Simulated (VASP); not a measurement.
Consider the following.

```xyz
2
Lattice="1.7700 -3.0657 0.0000 1.7700 3.0657 0.0000 0.0000 0.0000 5.5500" Properties=species:S:1:pos:R:3 pbc="T T T"
Tm     1.7700     1.0219     1.3875
Tm     1.7700    -1.0219     4.1625
```

All values below come from TPSS meta-GGA, VASP's PBE PAW potentials (set 64) (plane waves; VASP). Numerical set-up: 520 eV cut-off, 11×11×6 Γ-centred mesh, first-order Methfessel-Paxton smearing of 0.10 eV, potentials Tm_3.

The 4f electrons are frozen in the core of the lanthanide potential, so 4f levels, which can set the real gap, and their magnetism are missing.

Problem. The ions, cell shape and volume are relaxed. What does this cell relax into?

Solution. 
```xyz
2
Lattice="1.7650 -3.0571 0.0000 1.7650 3.0571 0.0000 0.0000 0.0000 5.4767" Properties=species:S:1:pos:R:3 pbc="T T T"
Tm     1.7650     1.0190     1.3692
Tm     1.7650    -1.0190     4.1075
```
Space group P6_3/mmc (194), at a tolerance of 0.03 Å.

Problem. How do energy and volume change from the first to the last step?

Solution. The energy (σ→0) changes by -1.7 meV/atom and the volume by -1.9 %, in 5 ionic steps.

```tsv
step	E(σ→0) (eV)	max force (eV/Å)	pressure (GPa)	volume (Å³)
1	-14.1223	0.000	-0.82	60.23
2	-14.1255	0.000	0.18	58.90
3	-14.1256	0.000	0.07	59.04
4	-14.1258	0.000	0.02	59.08
5	-14.1258	0.000	0.00	59.10
```

The compound is Tm in the hcp structure. This run relaxes it. Symmetry was kept, so distortions that lower it aren't found.
